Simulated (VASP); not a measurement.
Level of theory: r2SCAN meta-GGA, VASP's PBE PAW potentials (set 64) (plane waves; VASP).

A VASP calculation is set up with these files.

### INCAR
```
SYSTEM=ErSi2
PREC=Accurate; ENCUT=400; LREAL=.FALSE.
LASPH=.TRUE.
EDIFF=1E-6; NELM=100; ALGO=Normal
LMAXMIX=6; LMIXTAU=.TRUE.
ISMEAR=1; SIGMA=0.1
METAGGA=R2SCAN
IBRION=2; NSW=60; ISIF=3
EDIFFG=-0.02
LWAVE=.FALSE.; LCHARG=.FALSE.
```

POSCAR:
```
ErSi2
1
    5.2276755311    -0.0000000000    -0.0000000000
   -2.6138377656     4.5273005307     0.0000000000
    0.0000000000    -0.0000000000     7.1552248370
Er Si
3 6
Direct
  0.5000000000   0.0000000000   0.0000000000
  0.5000000000   0.5000000000   0.3333330000
  0.0000000000   0.5000000000   0.6666670000
  0.1373298353   0.2746596705   0.0000000000
  0.8626701648   0.1373298353   0.3333330000
  0.7253403295   0.8626701647   0.6666670000
  0.8626701647   0.7253403295   0.0000000000
  0.1373298352   0.8626701647   0.3333330000
  0.2746596705   0.1373298353   0.6666670000
```

**KPOINTS**
```
Automatic mesh
0
Gamma
6 6 4
0 0 0
```

POTCAR, in this order: Er_3 Si (PBE.64 set). Program: vasp_std.

Output of the run:

OSZICAR:
```
       N       E                     dE             d eps       ncg     rms          rms(c)
DAV:   1     0.200112842269E+03    0.20011E+03   -0.18184E+04  2024   0.138E+03
DAV:   2    -0.122373947164E+03   -0.32249E+03   -0.31431E+03  2098   0.763E+02
DAV:   3    -0.158802799239E+03   -0.36429E+02   -0.34318E+02  2242   0.187E+02
DAV:   4    -0.162297127708E+03   -0.34943E+01   -0.32642E+01  2328   0.425E+01
DAV:   5    -0.162630503976E+03   -0.33338E+00   -0.32347E+00  2224   0.118E+01    0.545E+01
DAV:   6    -0.158024511372E+03    0.46060E+01   -0.17146E+00  2024   0.167E+01    0.301E+01
DAV:   7    -0.154605350609E+03    0.34192E+01   -0.25937E+00  1968   0.135E+01    0.206E+00
DAV:   8    -0.156491620207E+03   -0.18863E+01   -0.25693E+00  1888   0.888E+00    0.458E+00
DAV:   9    -0.156562334793E+03   -0.70715E-01   -0.17822E-01  2072   0.432E+00    0.121E+00
DAV:  10    -0.156576417575E+03   -0.14083E-01   -0.98527E-02  2144   0.283E+00    0.583E-01
DAV:  11    -0.156628835285E+03   -0.52418E-01   -0.92186E-02  2122   0.195E+00    0.448E-01
DAV:  12    -0.156616071844E+03    0.12763E-01   -0.14911E-02  2048   0.120E+00    0.337E-01
DAV:  13    -0.156627877810E+03   -0.11806E-01   -0.23718E-02  1996   0.996E-01    0.202E-01
DAV:  14    -0.156627184427E+03    0.69338E-03   -0.17029E-03  2048   0.477E-01    0.325E-01
DAV:  15    -0.156628769820E+03   -0.15854E-02   -0.17047E-03  2000   0.273E-01    0.893E-02
DAV:  16    -0.156628775053E+03   -0.52327E-05   -0.13841E-04  2048   0.133E-01    0.903E-02
DAV:  17    -0.156628994718E+03   -0.21966E-03   -0.14214E-04  2144   0.796E-02    0.318E-02
DAV:  18    -0.156629090908E+03   -0.96190E-04   -0.64344E-05  1992   0.652E-02    0.141E-02
DAV:  19    -0.156629119759E+03   -0.28851E-04   -0.53762E-05  2018   0.548E-02    0.271E-03
DAV:  20    -0.156629120303E+03   -0.54323E-06   -0.10891E-06  1004   0.205E-02
   1 F= -.15662912E+03 E0= -.15662937E+03  d E =-.156629E+03
       N       E                     dE             d eps       ncg     rms          rms(c)
DAV:   1    -0.156762932429E+03   -0.13381E+00   -0.41018E+00  1722   0.230E+01    0.641E+00
DAV:   2    -0.156727942838E+03    0.34990E-01   -0.65530E-01  2012   0.756E+00    0.162E+00
DAV:   3    -0.156683379512E+03    0.44563E-01   -0.52734E-02  1964   0.462E+00    0.612E-01
DAV:   4    -0.156674278024E+03    0.91015E-02   -0.38091E-02  2060   0.260E+00    0.517E-01
DAV:   5    -0.156671320290E+03    0.29577E-02   -0.11942E-02  2078   0.892E-01    0.160E-01
DAV:   6    -0.156673860872E+03   -0.25406E-02   -0.18275E-03  2048   0.494E-01    0.794E-02
DAV:   7    -0.156673543457E+03    0.31742E-03   -0.53553E-04  2024   0.222E-01    0.877E-02
DAV:   8    -0.156673796884E+03   -0.25343E-03   -0.92726E-04  2136   0.200E-01    0.355E-02
DAV:   9    -0.156673853525E+03   -0.56641E-04   -0.64090E-05  1996   0.908E-02    0.261E-02
DAV:  10    -0.156673861308E+03   -0.77834E-05   -0.14785E-05  1800   0.289E-02    0.101E-02
DAV:  11    -0.156673862489E+03   -0.11803E-05   -0.64722E-07   984   0.164E-02    0.538E-03
DAV:  12    -0.156673863550E+03   -0.10609E-05   -0.82640E-07   990   0.149E-02    0.260E-03
DAV:  13    -0.156673863807E+03   -0.25767E-06   -0.46413E-07   942   0.192E-02
   2 F= -.15667386E+03 E0= -.15667373E+03  d E =-.447435E-01
       N       E                     dE             d eps       ncg     rms          rms(c)
DAV:   1    -0.156683876674E+03   -0.10013E-01   -0.23173E-01  1722   0.584E+00    0.148E+00
DAV:   2    -0.156681374222E+03    0.25025E-02   -0.34796E-02  2014   0.172E+00    0.374E-01
DAV:   3    -0.156678847870E+03    0.25264E-02   -0.27422E-03  1962   0.112E+00    0.144E-01
DAV:   4    -0.156678300843E+03    0.54703E-03   -0.19559E-03  2084   0.601E-01    0.120E-01
DAV:   5    -0.156678174862E+03    0.12598E-03   -0.54838E-04  2018   0.189E-01    0.354E-02
DAV:   6    -0.156678303072E+03   -0.12821E-03   -0.99704E-05  2026   0.122E-01    0.169E-02
DAV:   7    -0.156678291097E+03    0.11975E-04   -0.29656E-05  2006   0.495E-02    0.200E-02
DAV:   8    -0.156678304702E+03   -0.13605E-04   -0.46821E-05  2128   0.467E-02    0.750E-03
DAV:   9    -0.156678307329E+03   -0.26267E-05   -0.21889E-06  1096   0.215E-02    0.599E-03
DAV:  10    -0.156678306623E+03    0.70592E-06   -0.55949E-07   864   0.172E-02
   3 F= -.15667831E+03 E0= -.15667827E+03  d E =-.491863E-01
       N       E                     dE             d eps       ncg     rms          rms(c)
DAV:   1    -0.156696249481E+03   -0.17942E-01   -0.48643E-01  1818   0.358E+00    0.450E-01
DAV:   2    -0.156697197667E+03   -0.94819E-03   -0.27011E-02  2060   0.200E+00    0.199E-01
DAV:   3    -0.156696752123E+03    0.44554E-03   -0.22709E-03  2248   0.524E-01    0.714E-02
DAV:   4    -0.156696765153E+03   -0.13030E-04   -0.45339E-04  2082   0.161E-01    0.438E-02
DAV:   5    -0.156696760037E+03    0.51161E-05   -0.66202E-05  2066   0.815E-02    0.157E-02
DAV:   6    -0.156696757842E+03    0.21945E-05   -0.29190E-05  1978   0.396E-02    0.108E-02
DAV:   7    -0.156696762192E+03   -0.43491E-05   -0.35535E-06  1408   0.222E-02    0.511E-03
DAV:   8    -0.156696761221E+03    0.97030E-06   -0.71523E-07   918   0.173E-02
   4 F= -.15669676E+03 E0= -.15669649E+03  d E =-.184546E-01
       N       E                     dE             d eps       ncg     rms          rms(c)
DAV:   1    -0.156703459566E+03   -0.66974E-02   -0.10888E+00  1826   0.534E+00    0.656E-01
DAV:   2    -0.156706396285E+03   -0.29367E-02   -0.60526E-02  2098   0.298E+00    0.295E-01
DAV:   3    -0.156705385581E+03    0.10107E-02   -0.49291E-03  2208   0.769E-01    0.105E-01
DAV:   4    -0.156705416506E+03   -0.30924E-04   -0.97562E-04  2074   0.235E-01    0.609E-02
DAV:   5    -0.156705413906E+03    0.26001E-05   -0.13610E-04  2034   0.119E-01    0.224E-02
DAV:   6    -0.156705414080E+03   -0.17495E-06   -0.64467E-05  2042   0.580E-02    0.144E-02
DAV:   7    -0.156705421926E+03   -0.78458E-05   -0.12910E-05  1668   0.343E-02    0.596E-03
DAV:   8    -0.156705419462E+03    0.24644E-05   -0.14389E-06   944   0.189E-02    0.162E-03
DAV:   9    -0.156705422141E+03   -0.26792E-05   -0.51428E-07   864   0.225E-02    0.675E-04
DAV:  10    -0.156705420547E+03    0.15946E-05   -0.46727E-07   828   0.973E-03    0.489E-04
DAV:  11    -0.156705420694E+03   -0.14794E-06   -0.27045E-07   804   0.172E-02
   5 F= -.15670542E+03 E0= -.15670559E+03  d E =-.271141E-01
       N       E                     dE             d eps       ncg     rms          rms(c)
DAV:   1    -0.156705683215E+03   -0.26267E-03   -0.33612E-02  1812   0.938E-01    0.111E-01
DAV:   2    -0.156705784230E+03   -0.10102E-03   -0.19062E-03  2068   0.530E-01    0.524E-02
DAV:   3    -0.156705758764E+03    0.25466E-04   -0.14495E-04  2216   0.139E-01    0.193E-02
DAV:   4    -0.156705762976E+03   -0.42115E-05   -0.27617E-05  1978   0.392E-02    0.113E-02
DAV:   5    -0.156705764185E+03   -0.12098E-05   -0.21980E-06  1092   0.233E-02    0.383E-03
DAV:   6    -0.156705765728E+03   -0.15424E-05   -0.91226E-07   878   0.237E-02    0.127E-03
DAV:   7    -0.156705765639E+03    0.88767E-07   -0.51391E-07   804   0.165E-02
   6 F= -.15670577E+03 E0= -.15670588E+03  d E =-.274590E-01
```

OUTCAR:
```
------------------------ aborting loop because EDIFF is reached ----------------------------------------
  FORCE on cell =-STRESS in cart. coord.  units (eV):
  Direction    XX          YY          ZZ          XY          YZ          ZX
  --------------------------------------------------------------------------------------
  Total        0.1296500      0.1296500     -0.0442153     -0.0000000      0.0000000      0.0000000
  in kB        1.1864245      1.1864249     -0.4046134     -0.0000000      0.0000000      0.0000000
  external PRESSURE =       0.6560787 kB  Pullay stress =       0.0000000 kB
  volume of cell :      175.08
      direct lattice vectors                 reciprocal lattice vectors
     5.306566394 -0.000000000 -0.000000000     0.188445772  0.108799199 -0.000000000
    -2.653283197  4.595622055  0.000000000     0.000000000  0.217598399 -0.000000000
     0.000000000  0.000000000  7.179349130     0.000000000  0.000000000  0.139288393
 POSITION                                       TOTAL-FORCE (eV/Angst)
 -----------------------------------------------------------------------------------
      2.65328     -0.00000     -0.00000        -0.000000     -0.000000     -0.000000
      1.32664      2.29781      2.39311        -0.000000     -0.000000      0.000000
     -1.32664      2.29781      4.78624        -0.000000     -0.000000     -0.000000
      0.00000      1.22188      0.00000        -0.000000      0.002207     -0.000000
      4.24839      0.61094      2.39311        -0.001911      0.001104     -0.000000
      1.59510      3.98468      4.78624        -0.001911     -0.001104     -0.000000
      2.65328      3.37374     -0.00000         0.000000     -0.002207     -0.000000
     -1.59510      3.98468      2.39311         0.001911     -0.001104     -0.000000
      1.05818      0.61094      4.78624         0.001911      0.001104      0.000000
 -----------------------------------------------------------------------------------
    total drift:                               -0.000000      0.000000      0.000571
  FREE ENERGIE OF THE ION-ELECTRON SYSTEM (eV)
  ---------------------------------------------------
  free  energy   TOTEN  =      -156.7057656390 eV

  energy  without entropy=     -156.7061071683  energy(sigma->0) =     -156.70587948

 reached required accuracy - stopping structural energy minimisation
```
(Selected blocks of OUTCAR.)

File CONTCAR:
```
ErSi2
   1.00000000000000
     5.3065663941507122   -0.0000000000008699   -0.0000000000000000
    -2.6532831971268638    4.5956220547018543    0.0000000000000000
     0.0000000000000000    0.0000000000000000    7.1793491299563277
  Er              Si
     3     6
Direct
     0.5000000000000000    0.0000000000000000    0.0000000000000000
     0.5000000000000000    0.5000000000000000    0.3333330000000032
     0.0000000000000000    0.5000000000000000    0.6666669999999968
     0.1329396006457525    0.2658792011915033    0.0000000000000000
     0.8670603994560019    0.1329396006457526    0.3333330000000032
     0.7341207988102494    0.8670603993542476    0.6666669999999968
     0.8670603993542476    0.7341207988084968    0.0000000000000000
     0.1329396005439981    0.8670603993542473    0.3333330000000032
     0.2658792011897506    0.1329396006457525    0.6666669999999968
```

The 4f electrons are frozen in the core of the lanthanide potential, so 4f levels, which can set the real gap, and their magnetism are missing. Energy and stress use the plane-wave basis of the starting cell.

The structure was generated: ErSi2 was put into the CrSi2 type (P6_222), which need not be its known phase. This run relaxes it. Symmetry was kept, so distortions that lower it aren't found. The start is the result of an earlier pass. The electron count is odd and the run is not spin-polarised, which forces a metal.
